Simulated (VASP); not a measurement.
Output of a VASP run:

**OSZICAR**
```
       N       E                     dE             d eps       ncg     rms          rms(c)
DAV:   1     0.886168631473E+02    0.88617E+02   -0.11599E+04  2288   0.139E+03
DAV:   2    -0.576988395696E+01   -0.94387E+02   -0.93378E+02  2849   0.287E+02
DAV:   3    -0.131180759473E+02   -0.73482E+01   -0.72821E+01  4313   0.480E+01
DAV:   4    -0.132656823262E+02   -0.14761E+00   -0.14757E+00  2612   0.766E+00
DAV:   5    -0.132697443349E+02   -0.40620E-02   -0.40620E-02  3296   0.943E-01    0.329E+01
DAV:   6    -0.129311781212E+02    0.33857E+00   -0.44712E-01  2294   0.480E+00    0.205E+01
DAV:   7    -0.128728944348E+02    0.58284E-01   -0.87982E-01  2858   0.622E+00    0.180E+00
DAV:   8    -0.128624730542E+02    0.10421E-01   -0.18364E-01  2777   0.278E+00    0.129E+00
DAV:   9    -0.128613014587E+02    0.11716E-02   -0.40792E-03  3326   0.458E-01    0.372E-01
DAV:  10    -0.128614667265E+02   -0.16527E-03   -0.21471E-03  2407   0.488E-01    0.405E-01
DAV:  11    -0.128613771854E+02    0.89541E-04   -0.19087E-04  2821   0.142E-01    0.364E-02
DAV:  12    -0.128613725224E+02    0.46631E-05   -0.28817E-05  2814   0.539E-02    0.208E-02
DAV:  13    -0.128613742390E+02   -0.17167E-05   -0.59985E-06  2630   0.255E-02    0.115E-03
DAV:  14    -0.128613743261E+02   -0.87023E-07   -0.16680E-07  2663   0.254E-03
   1 F= -.13523684E+02 E0= -.13522727E+02  d E =-.135237E+02
       N       E                     dE             d eps       ncg     rms          rms(c)
DAV:   1    -0.128631873211E+02   -0.18131E-02   -0.85358E-02  2280   0.237E+00    0.217E-01
DAV:   2    -0.128622132364E+02    0.97408E-03   -0.24556E-03  2497   0.354E-01    0.115E-01
DAV:   3    -0.128617985217E+02    0.41471E-03   -0.10781E-03  2931   0.246E-01    0.769E-02
DAV:   4    -0.128618028259E+02   -0.43042E-05   -0.33184E-05  2826   0.429E-02    0.259E-02
DAV:   5    -0.128617967816E+02    0.60443E-05   -0.17186E-05  3050   0.319E-02    0.379E-03
DAV:   6    -0.128617968730E+02   -0.91376E-07   -0.59844E-07  2798   0.562E-03
   2 F= -.13524083E+02 E0= -.13523179E+02  d E =-.399057E-03
       N       E                     dE             d eps       ncg     rms          rms(c)
DAV:   1    -0.128626015987E+02   -0.80482E-03   -0.42773E-02  2280   0.167E+00    0.153E-01
DAV:   2    -0.128621123454E+02    0.48925E-03   -0.12327E-03  2476   0.251E-01    0.812E-02
DAV:   3    -0.128619034223E+02    0.20892E-03   -0.54393E-04  2903   0.175E-01    0.547E-02
DAV:   4    -0.128619056096E+02   -0.21873E-05   -0.16804E-05  2812   0.305E-02    0.184E-02
DAV:   5    -0.128619024240E+02    0.31856E-05   -0.87412E-06  3022   0.227E-02    0.269E-03
DAV:   6    -0.128619024807E+02   -0.56687E-07   -0.29906E-07  2420   0.400E-03
   3 F= -.13524174E+02 E0= -.13523312E+02  d E =-.489674E-03
```

**OUTCAR**
```
------------------------ aborting loop because EDIFF is reached ----------------------------------------
 Edisp (eV)   -0.66227
  FORCE on cell =-STRESS in cart. coord.  units (eV):
  Direction    XX          YY          ZZ          XY          YZ          ZX
  --------------------------------------------------------------------------------------
  Total      -0.87012    -0.87012    -0.86588     0.00000    -0.00000     0.00000
  in kB     -20.98831   -20.98832   -20.88619     0.00000    -0.00000     0.00000
  external pressure =      -20.95 kB  Pullay stress =        0.00 kB
  volume of cell :       66.42
      direct lattice vectors                 reciprocal lattice vectors
     1.834481552 -3.177415504 -0.000000000     0.272556570 -0.157360597  0.000000000
     1.834481552  3.177415504  0.000000000     0.272556570  0.157360597  0.000000000
     0.000000000  0.000000000  5.697615181    -0.000000000 -0.000000000  0.175512029
 POSITION                                       TOTAL-FORCE (eV/Angst)
 -----------------------------------------------------------------------------------
      1.83448      1.05914      1.42440         0.000000     -0.000000      0.000000
      1.83448     -1.05914      4.27321        -0.000000      0.000000      0.000000
 -----------------------------------------------------------------------------------
    total drift:                                0.000000      0.000521     -0.000010
  FREE ENERGIE OF THE ION-ELECTRON SYSTEM (eV)
  ---------------------------------------------------
  free  energy   TOTEN  =       -13.5241737634 eV

  energy  without entropy=      -13.5215874029  energy(sigma->0) =      -13.52331164

 reached required accuracy - stopping structural energy minimisation
```
(Selected blocks of OUTCAR.)

**POSCAR**
```
Y
1
    1.8391770629    -3.1855483889     0.0000000000
    1.8391770629     3.1855483889     0.0000000000
    0.0000000000     0.0000000000     5.6685596895
Y
2
Direct
  0.3333330000   0.6666670000   0.2500000000
  0.6666670000   0.3333330000   0.7500000000
```

Reconstruct the remaining input files.

Several could match; the one computed here: the input of the run itself, PBE GGA with D3 dispersion (Becke-Johnson damping), plane waves, VASP's PBE PAW potentials (set 64).

**KPOINTS**
```
Automatic mesh
0
gamma
  12 12 7
0 0 0
```

INCAR:
```
SYSTEM = Y
PREC = Accurate
ENCUT = 520
EDIFF = 1E-7
NELM = 100
ALGO = Normal
LREAL = .FALSE.
LASPH = .TRUE.
ISMEAR = 1
SIGMA = 0.1
GGA = PE
IVDW = 12
LMAXMIX = 4
LWAVE = .FALSE.
LCHARG = .FALSE.
ISIF = 4
IBRION = 2
NSW = 30
EDIFFG = -0.01
```

POTCAR, in this order: Y_sv (PBE.64 set). Program: vasp_std.

The compound is Y in the hcp structure. This cell is one point of a volume scan, at 1.06 of the reference volume. Symmetry was kept, so distortions that lower it aren't found.
